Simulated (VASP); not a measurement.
# Zn (Zinc): input slips in a relaxation and what they do, part 2 of 2

Some relaxations of Zn (Zinc) get a fault in the input on purpose. Which of them show, and how? The starting structure is a measured crystal structure from the Crystallography Open Database. The first relaxation on each setting starts from this cell expanded by 3 % in volume.

VASP 6.6.1.

Results so far: reference 14.05 Å³ an atom.

The database entry behind the starting cell differs from later determinations by our own check (about 0.3 % long), so it need not match the best structure at ambient conditions.

## 5. Relaxation with a k mesh far too coarse

Level of this step: PBEsol; plane waves and PAW (Zn) (VASP).

A slip made on purpose: a k mesh far too coarse. Against step 2 the input has a 2×2×2 mesh (also changed: NELM, NCORE and KPAR).

Contents of INCAR:

```
SYSTEM = Zn
PREC = Accurate
ENCUT = 450
EDIFF = 1E-06
NELM = 60
ISMEAR = 1
SIGMA = 0.15
LREAL = .FALSE.
ALGO = Normal
GGA = PS
NBANDS = 18
LORBIT = 11
LWAVE = .FALSE.
LCHARG = .FALSE.
NCORE = 2
IBRION = 2
NSW = 50
ISIF = 3
EDIFFG = -0.004
```

Contents of POSCAR:

```
Zn
1.0
    2.6964373629      0.0000000000      0.0000000000
   -1.3482186815      2.3351832560      0.0000000000
    0.0000000000      0.0000000000      5.0151715147
Zn
2
Direct
    0.6666666667      0.3333333333      0.7500000000
    0.3333333333      0.6666666667      0.2500000000
```

Contents of KPOINTS:

```
Automatic mesh
0
Gamma
2 2 2
0 0 0
```

Potentials, in the order of the species: Zn (PBE family, release 64).

On the command line:

```
$ mpirun -np 2 vasp_std
```

What it wrote:

```text
[banner, memory and clock lines left out]
running    2 mpi-ranks, on    1 nodes
[...]
[... a notice as in an earlier step ...]

 LDA part: xc-table for (Slater+PW92), standard interpolation
 POSCAR, INCAR and KPOINTS ok, starting setup
[...]
entering main loop
       N       E                     dE             d eps       ncg     rms          rms(c)
DAV:   1     0.930524815835E+02    0.93052E+02   -0.11452E+04   152   0.192E+03
DAV:   2     0.196726862755E+01   -0.91085E+02   -0.89289E+02   144   0.269E+02
DAV:   3    -0.150449752539E+01   -0.34718E+01   -0.34640E+01   188   0.596E+01
DAV:   4    -0.151672424595E+01   -0.12227E-01   -0.12224E-01   190   0.330E+00
[...]
DAV:   9    -0.116315294826E+01    0.37598E-04   -0.21511E-04   204   0.179E-01    0.384E-02
DAV:  10    -0.116315689895E+01   -0.39507E-05   -0.12739E-05   168   0.341E-02    0.292E-03
DAV:  11    -0.116315671218E+01    0.18677E-06   -0.40924E-07   114   0.107E-02
   1 F= -.11631567E+01 E0= -.11577513E+01  d E =-.116316E+01
[...]
4 F= -.26535648E+01 E0= -.26561782E+01  d E =-.149041E+01
   5 F= -.28107927E+01 E0= -.28111551E+01  d E =-.164764E+01
   6 F= -.28748285E+01 E0= -.28751908E+01  d E =-.171167E+01
   7 F= -.28743595E+01 E0= -.28747219E+01  d E =-.171120E+01
   8 F= -.29460052E+01 E0= -.29457017E+01  d E =-.716457E-01
   9 F= -.29511695E+01 E0= -.29470616E+01  d E =-.768100E-01
  10 F= -.29843735E+01 E0= -.29795478E+01  d E =-.110014E+00
  11 F= -.30503045E+01 E0= -.30448955E+01  d E =-.175945E+00
  12 F= -.31201928E+01 E0= -.31147837E+01  d E =-.245833E+00
  13 F= -.31303060E+01 E0= -.31248969E+01  d E =-.255946E+00
  14 F= -.31762542E+01 E0= -.31708452E+01  d E =-.459483E-01
  15 F= -.31786502E+01 E0= -.31732412E+01  d E =-.483443E-01
  16 F= -.32055836E+01 E0= -.32001746E+01  d E =-.269334E-01
  17 F= -.32063406E+01 E0= -.32009315E+01  d E =-.276903E-01
  18 F= -.32063574E+01 E0= -.32009483E+01  d E =-.277071E-01
  19 F= -.32063963E+01 E0= -.32009872E+01  d E =-.389036E-04
  20 F= -.32064126E+01 E0= -.32010036E+01  d E =-.552090E-04
  21 F= -.32064137E+01 E0= -.32010046E+01  d E =-.562891E-04
  22 F= -.32064128E+01 E0= -.32010037E+01  d E =-.553879E-04
  23 F= -.32064138E+01 E0= -.32010047E+01  d E =-.563781E-04
[...]
reached required accuracy - stopping structural energy minimisation
```

Run time: 30 s. Hardware: 2 MPI ranks of AMD EPYC 7R43, shared host; peak memory 0.19 GiB; 58 s of CPU time.

OUTCAR, selected parts (step 5):

```text
  Total       -0.0021251     -0.0021251     -0.0057075      0.0000000      0.0000000      0.0000000
  in kB       -0.1147417     -0.1147417     -0.3081728      0.0000000      0.0000000      0.0000000
  external PRESSURE =      -0.1792187 kB  Pullay stress =       0.0000000 kB

 POSITION                                       TOTAL-FORCE (eV/Angst)
 -----------------------------------------------------------------------------------
      1.61196      0.93067      2.47244         0.000000     -0.000000      0.000000
     -0.00000      1.86134      0.82415        -0.000000      0.000000      0.000000
 -----------------------------------------------------------------------------------
    total drift:                               -0.000000      0.000000      0.000000

  FREE ENERGIE OF THE ION-ELECTRON SYSTEM (eV)
  ---------------------------------------------------
  free  energy   TOTEN  =        -3.2064137721 eV

  energy  without entropy=       -3.1901866206  energy(sigma->0) =       -3.20100472

[... 1 part as in an earlier step ...]

[... 3 further parts left out ...]
[key lines of the parts left out:]
E-fermi :   2.7940
```

With a k mesh far too coarse the cell ends at 14.837 Å³ an atom, +5.63 % from the reference, a by +22.2 %, b by +22.2 % and c by -29.3 %.

## 6. Relaxation with a smearing far too wide

A slip made on purpose: a smearing far too wide. Against step 2 the input has ISMEAR = 0 and SIGMA = 2 (also changed: NELM).

Changes to INCAR since step 5:

```diff
@@ -5,4 +5,4 @@
 NELM = 60
-ISMEAR = 1
-SIGMA = 0.15
+ISMEAR = 0
+SIGMA = 2
 LREAL = .FALSE.
@@ -14,3 +14,3 @@
 LCHARG = .FALSE.
-NCORE = 2
+KPAR = 2
 IBRION = 2
```

POSCAR is that of step 5.

Contents of KPOINTS:

```
Automatic mesh
0
Gamma
20 20 10
0 0 0
```

On the command line:

```
$ mpirun -np 2 vasp_std
```

What it wrote:

```text
[... set-up lines as in an earlier step ...]
 entering main loop
       N       E                     dE             d eps       ncg     rms          rms(c)
DAV:   1     0.100555804502E+03    0.10056E+03   -0.11513E+04  9704   0.189E+03
DAV:   2    -0.319258516079E-01   -0.10059E+03   -0.97772E+02  9568   0.280E+02
DAV:   3    -0.389891446992E+01   -0.38670E+01   -0.38523E+01 10810   0.638E+01
DAV:   4    -0.391884767667E+01   -0.19933E-01   -0.19928E-01 10396   0.470E+00
[...]
DAV:   9    -0.365443471098E+01    0.36990E-04   -0.20048E-04 12780   0.203E-01    0.353E-02
DAV:  10    -0.365443982452E+01   -0.51135E-05   -0.21414E-05  9838   0.405E-02    0.332E-03
DAV:  11    -0.365443959607E+01    0.22845E-06   -0.70816E-07  5342   0.152E-02
   1 F= -.36544396E+01 E0= -.30598827E+01  d E =-.365444E+01
[... from here on, the cycles between the ionic steps are left out ...]
   2 F= -.36802195E+01 E0= -.31172903E+01  d E =-.257799E-01
   3 F= -.36803893E+01 E0= -.31200197E+01  d E =-.259497E-01
   4 F= -.36803812E+01 E0= -.31206999E+01  d E =-.259416E-01
   5 F= -.36818973E+01 E0= -.31218679E+01  d E =-.151607E-02
   6 F= -.36853522E+01 E0= -.31247481E+01  d E =-.497101E-02
   7 F= -.36876110E+01 E0= -.31285208E+01  d E =-.722977E-02
[...]
hard stop encountered!  aborting job ...
[...]
soft stop encountered!  aborting job ...
   8 F= -.37107984E+01 E0= -.31413817E+01  d E =-.113883E+01
 deleting file STOPCAR
```

Run time: 6.8 min. Hardware: 2 MPI ranks; peak memory 0.37 GiB.

The run was stopped at its time limit, after 8 ionic steps.

## 7. Comparison

| run | ended | volume (Å³/atom) | change (%) | pressure left (GPa) | core minutes |
| --- | --- | --- | --- | --- | --- |
| reference | converged | 14.046 | - | -0.03 | 32.2 |
| too few electronic steps | stopped by VASP | - | - | - | 1.2 |
| too few ionic steps | not converged | - | - | - | 4.57 |
| a k mesh far too coarse | converged | 14.837 | 5.63 | -0.02 | 1.0 |
| a smearing far too wide | cut off by time | - | - | - | 13.6 |

Core minutes are wall time times ranks, summed over the relaxations behind a row (those for a bulk modulus apart), on shared hosts.

## 8. Results

| Item | Value |
| --- | --- |
| volume of the reference | 14.05 Å³/atom |
| volume against the reference, a k mesh far too coarse | +5.63 % |
| run with too few electronic steps | stopped by VASP |
| run with too few ionic steps | not converged |
| run with a smearing far too wide | cut off by time |

What this shows: VASP stopped by itself in the run with too few electronic steps. The run with too few ionic steps didn't converge. The run with a smearing far too wide was cut off by time, so it gives no result to compare. Finished, but with signs in the output that stand out against the reference: a k mesh far too coarse, with the volume changed by +5.6 %, a by +22.2 %, b by +22.2 % and c by -29.3 % (signs: an energy that rises by up to 11.5 eV an atom on the way and a large entropy term in the energy). The reference was restarted once and the runs with a slip weren't, so their cells may not have settled fully. Further runs on this material are not shown.

[Lines on the potential files, build, host, timing and source positions are cut from VASP's logs without a mark.]

[Logs are printed without paths, hosts, clocks, repeated set-up lines and the standing remarks that a program may print on its own settings, such as how far it seeks lower states.]

[Hosts, paths, dates, database ids (printed as entryN), source tags and the programs' standing remarks are cut or masked in the printed files.]
